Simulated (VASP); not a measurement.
```
CELL_PARAMETERS angstrom
      1.43871     0.00000     0.00000
      0.00000     1.43871     0.00000
      0.00000     0.00000     1.43871
ATOMIC_POSITIONS crystal
  H  0.00000 0.00000 0.00000
```

Method: PBEsol GGA, VASP's PBE PAW potentials (set 64) (plane waves; VASP). Settings: 400 eV cut-off, Gaussian smearing of 0.050 eV, potentials H.

Question: Give the energies of bands 1 to 1 at the high-symmetry points, in eV from the Fermi level.

Answer: 
```
band       Γ      X      M      R
----  ------  -----  -----  -----
1     -15.92  -1.83  10.62  21.26
```

It has no gap at this level: it comes out as a metal or semimetal.

The structure was generated: H was put into the simple-cubic type (Pm-3m), which need not be its known phase. It was relaxed first, which changed the volume by -11 %.
